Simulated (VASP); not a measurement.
VASP input:

File KPOINTS:
```
Automatic mesh
0
Gamma
5 5 5
0 0 0
```

POSCAR:
```
KBr
1
    0.0000000000     3.3659786706     3.3659881808
    3.3659684240     0.0000000000     3.3660568370
    3.3660172282     3.3660416179     0.0000000000
K Br
1 1
Direct
  0.0000000000   0.0000000000   0.0000000000
  0.5000000000   0.5000000000   0.5000000000
```

INCAR:
```
SYSTEM = KBr
PREC = Accurate
ENCUT = 400
EDIFF = 1E-6
NELM = 100
ALGO = Normal
LREAL = .FALSE.
LASPH = .TRUE.
ISMEAR = 0
SIGMA = 0.05
GGA = PE
LMAXMIX = 4
LWAVE = .FALSE.
LCHARG = .FALSE.
ISIF = 2
```

POTCAR, in this order: K_sv Br (PBE.64 set). Program: vasp_std.

Output

File standard output:
```
 POSCAR found type information on POSCAR K Br
 POSCAR found :  2 types and       2 ions
 Reading from existing POTCAR
 Reading from existing POTCAR

 -----------------------------------------------------------------------------
|                                                                             |
|           W    W    AA    RRRRR   N    N  II  N    N   GGGG   !!!           |
|           W    W   A  A   R    R  NN   N  II  NN   N  G    G  !!!           |
|           W    W  A    A  R    R  N N  N  II  N N  N  G       !!!           |
|           W WW W  AAAAAA  RRRRR   N  N N  II  N  N N  G  GGG   !            |
|           WW  WW  A    A  R   R   N   NN  II  N   NN  G    G                |
|           W    W  A    A  R    R  N    N  II  N    N   GGGG   !!!           |
|                                                                             |
|     Inconsistent Bravais lattice types found for crystalline and            |
|     reciprocal lattice:                                                     |
|                                                                             |
|        Crystalline: face-centered cubic                                     |
|        Reciprocal : base-centered monoclinic                                |
|                    (instead of body-centered cubic)                         |
|                                                                             |
|     In most cases this is due to inaccuracies in the specification of       |
|     the crytalline lattice vectors.                                         |
|                                                                             |
|     Suggested SOLUTIONS:                                                    |
|      ) Refine the lattice parameters of your structure,                     |
|      ) and/or try changing SYMPREC.                                         |
|                                                                             |
 -----------------------------------------------------------------------------

 LDA part: xc-table for (Slater+PW92), standard interpolation

 -----------------------------------------------------------------------------
|                                                                             |
|     EEEEEEE  RRRRRR   RRRRRR   OOOOOOO  RRRRRR      ###     ###     ###     |
|     E        R     R  R     R  O     O  R     R     ###     ###     ###     |
|     E        R     R  R     R  O     O  R     R     ###     ###     ###     |
|     EEEEE    RRRRRR   RRRRRR   O     O  RRRRRR       #       #       #      |
|     E        R   R    R   R    O     O  R   R                               |
|     E        R    R   R    R   O     O  R    R      ###     ###     ###     |
|     EEEEEEE  R     R  R     R  OOOOOOO  R     R     ###     ###     ###     |
|                                                                             |
|     IBZKPT: not all point group operations associated with the symmetry     |
|     operators of the crystalline lattice are members of the point group     |
|     of the reciprocal lattice.                                              |
|                                                                             |
|       ---->  I REFUSE TO CONTINUE WITH THIS SICK JOB ... BYE!!! <----       |
|                                                                             |
 -----------------------------------------------------------------------------
```

From input and log, find the fault in this run and mend it.

The cause: the lattice vectors carry noise near SYMPREC. VASP stops with an error: IBZKPT: not all point group operations associated with the symmetry operators of the crystalline lattice are members of the point group of the reciprocal lattice. ----> I REFUSE TO CONTINUE WITH THIS SICK JOB ... BYE!!! <---- To mend it, correct POSCAR.
### POSCAR
```
KBr
1
    0.0000000000     3.3660000000     3.3660000000
    3.3660000000     0.0000000000     3.3660000000
    3.3660000000     3.3660000000     0.0000000000
K Br
1 1
Direct
  0.0000000000   0.0000000000   0.0000000000
  0.5000000000   0.5000000000   0.5000000000
```
The mended run (PBE GGA, plane waves, VASP's PBE PAW potentials (set 64)) converges, and its OSZICAR ends with
```
   1 F= -.62230213E+01 E0= -.62230213E+01  d E =-.152950E-15
```

The compound is KBr in the rock salt structure. The cell was not relaxed at this level.
